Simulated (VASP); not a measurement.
```
As
1.0
    3.73005    -1.90983    -0.00269
    3.73005     1.90983    -0.00269
    2.75447     0.00000     3.15810
As
2
Direct
  0.22709   0.22709   0.22709
  0.77291   0.77291   0.77291
```

Level of theory: PBE GGA, VASP's PBE PAW potentials (set 64) (plane waves; VASP). Run with 480 eV cut-off, 10×10×10 Γ-centred mesh, first-order Methfessel-Paxton smearing of 0.10 eV, potentials As.

Energy and stress use the plane-wave basis of the starting cell.

Question: The ions, cell shape and volume at an external pressure of 5.0 GPa are relaxed. Predict the relaxed structure.

Answer: 
```
As
1.0
    3.48136    -1.88588    -0.06498
    3.48136     1.88588    -0.06498
    2.51801     0.00000     3.05617
As
2
Direct
  0.23175   0.23175   0.23175
  0.76825   0.76825   0.76825
```
Space group R-3m (166), at a tolerance of 0.03 Å.

Question: How do energy and volume change from the first to the last step?

Answer: The energy (σ→0) changes by +29.3 meV/atom and the volume by -9.5 %, in 11 ionic steps.

The compound is As in the a7 structure. This run relaxes it under an external pressure of 5 GPa. Symmetry was kept, so distortions that lower it aren't found.
